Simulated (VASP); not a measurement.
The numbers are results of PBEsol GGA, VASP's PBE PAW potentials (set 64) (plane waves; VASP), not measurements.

A VASP calculation is set up with these files.

**POSCAR**
```
YGe2
1.0
 -1.7499414992   1.7499414992   4.9526605773
  1.7499414992  -1.7499414992   4.9526605773
  1.7499414992   1.7499414992  -4.9526605773
Y Ge
1 2
Cartesian
  0.0000000000   0.0000000000   0.0000000000
 -0.0000000000   0.0000000000   3.0223572740
 -0.0000000000   0.0000000000   6.8829638806
```

File KPOINTS:
```
Automatic mesh
0
Gamma
11 11 11
0 0 0
```

### INCAR
```
SIGMA  =  0.1
ISIF  =  3   # ions, shape and volume
LMAXMIX  =  4   # l cut-off of mixed one-centre charges
EDIFFG  =  -0.02
LWAVE  =  .False.
IBRION  =  2   # conjugate gradients
EDIFF  =  1E-6
PREC  =  Accurate
ENCUT  =  400   # plane-wave cut-off (eV)
GGA  =  PS   # PBEsol
ISMEAR  =  1
NSW  =  60   # most ionic steps
LASPH  =  .True.   # aspherical one-centre terms
LCHARG  =  .False.
LREAL  =  .False.
NELM  =  100   # most electronic steps
ALGO  =  Normal   # blocked Davidson
SYSTEM  =  YGe2
```

POTCAR, in this order: Y_sv Ge_d (PBE.64 set). Program: vasp_std.

Predict the energy per atom (σ→0), volume per atom, band gap (on the k-mesh).

| Item | Value |
|---|---|
| energy per atom (σ→0) | -582.0 kJ/mol of atoms |
| band gap (on the k-mesh) | none (metal, semimetal or under 0.01 eV) |
| volume per atom | 20.24 Å³/atom |

**OSZICAR**
```
...
DAV:   2    -0.180956443046E+02    0.21937E-02   -0.53938E-03  7841   0.109E+00    0.181E-01
DAV:   3    -0.180948783103E+02    0.76599E-03   -0.24306E-03  9996   0.542E-01    0.950E-02
DAV:   4    -0.180948720659E+02    0.62444E-05   -0.16821E-04  7228   0.967E-02    0.844E-02
DAV:   5    -0.180948630900E+02    0.89759E-05   -0.33009E-05  9291   0.643E-02    0.313E-02
DAV:   6    -0.180948598638E+02    0.32262E-05   -0.95260E-06  7342   0.379E-02    0.103E-02
DAV:   7    -0.180948585542E+02    0.13096E-05   -0.10820E-06  4258   0.106E-02    0.232E-03
DAV:   8    -0.180948585713E+02   -0.17048E-07   -0.17082E-07  3395   0.536E-03
   4 F= -.18094859E+02 E0= -.18094641E+02  d E =-.859396E-04
```

The structure was generated: YGe2 was put into the MoSi2 type (I4/mmm), which need not be its known phase. This run relaxes it. Symmetry was kept, so distortions that lower it aren't found. The start is the result of an earlier pass. The electron count is odd and the run is not spin-polarised, which forces a metal.
